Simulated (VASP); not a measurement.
Wanted: the native input for a VASP 6.6.1 run.

* Task: single point
* Functional: PBE
* Dispersion: D3(BJ)
* Potentials or basis: VASP PAW PBE potentials, release 64 (F_h, Sn_d, Cl_h)
* Cutoff: 900 eV
* k mesh: 1 × 1 × 1
* Occupations: gaussian, width 0.01 eV
* Spin: no spin polarisation
* Further INCAR settings: ALGO = Normal; EDIFF = 1e-07; NBANDS = 21

The structure of FSnCl lies in POSCAR:

```
SnClF
1.0
   12.0000000000      0.0000000000      0.0000000000
    0.0000000000     12.0000000000      0.0000000000
    0.0000000000      0.0000000000     11.0000000000
F Sn Cl
1 1 1
Cartesian
    4.7110500000      6.3880500000      4.8915499600
    6.2649500400      7.0630500000      5.8266499500
    7.3149500400      4.9789500000      6.1764499500
```

These files were run (other wordings do the same):

INCAR

```
SYSTEM = SnClF
ALGO = Normal
EDIFF = 1E-7
ENCUT = 900
GGA = PE
ISIF = 2
ISMEAR = 0
IVDW = 12
LASPH = .TRUE.
LCHARG = .TRUE.
LELF = .TRUE.
LREAL = .FALSE.
LVACPOTAV = .TRUE.
LVHAR = .TRUE.
LWAVE = .FALSE.
NBANDS = 21
NELM = 100
PREC = Accurate
SIGMA = 0.01
```

KPOINTS

```
k-points
0
G
  1 1 1
  0 0 0
```

Potentials or basis: VASP PAW PBE potentials, release 64 (F_h, Sn_d, Cl_h).

Launch:

```sh
$ cat potpaw_PBE.64/F_h/POTCAR potpaw_PBE.64/Sn_d/POTCAR potpaw_PBE.64/Cl_h/POTCAR > POTCAR
$ mpirun -np 1 vasp_gam > vasp.out
```

Results of the run:

| Item | Value |
| --- | --- |
| Largest force | 0.778 eV/Å |
| Gap between the frontier levels | 3.53 eV |
| Dispersion energy per atom | -0.020 eV |

Caveat: spin-orbit coupling is left out, which moves the levels of the heavy elements.

Wall time 5.4 min on 1 thread of Intel(R) Xeon(R) Platinum 8559C (Emerald Rapids) (shared host), peak memory 2.2 GiB.
